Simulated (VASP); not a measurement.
Crystal: Os.

```
Os
1.0
     2.73410    0.00000    0.00000
    -1.36705    2.36780    0.00000
     0.00000    0.00000    4.31970
Os
2
Direct
  0.33333 0.66667 0.25000
  0.66667 0.33333 0.75000
```

| Property | Result |
| --- | --- |
| Program | VASP 6.6.1 |
| Task | relaxation of cell and atoms |
| Functional | LDA |
| Potentials or basis | VASP PAW LDA potentials, release 64 (Os) |
| Cutoff | 600 eV |
| k mesh | 15 × 15 × 9 |
| Occupations | methfessel-paxton, width 0.1 eV |
| Spin | no spin polarisation |

At the start: pressure -7.8 GPa; volume 13.98 Å³/atom.

**Question.** How do energy, volume and symmetry change on relaxing?

**Answer.** Over 7 steps the energy falls by 6.2 meV/atom and the volume is 13.74 Å³/atom (-1.8 %); space group P6_3/mmc (No. 194, to 0.05 Å).

Step by step:
| step | energy change (eV) | largest force (eV/Å) | pressure (GPa) | volume (Å³) |
| --- | --- | --- | --- | --- |
| 1 | 0.0000 | 0.0000 | -7.84 | 27.96 |
| 2 | 0.2778 | 0.0000 | 46.09 | 25.28 |
| 3 | -0.0124 | 0.0000 | -0.34 | 27.49 |
| 4 | -0.0124 | 0.0000 | -0.05 | 27.47 |
| 5 | -0.0124 | 0.0000 | 0.12 | 27.46 |
| 6 | -0.0123 | 0.0000 | -0.47 | 27.49 |
| 7 | -0.0124 | 0.0000 | -0.07 | 27.47 |

Final structure:
```yaml
crystal:
  lattice:
    - [2.71763, 0.00000, 0.00000]
    - [-1.35882, 2.35354, 0.00000]
    - [0.00000, 0.00000, 4.29499]
  atoms:
    - { symbol: Os, position: [0.33333, 0.66667, 0.25000] }
    - { symbol: Os, position: [0.66667, 0.33333, 0.75000] }
```
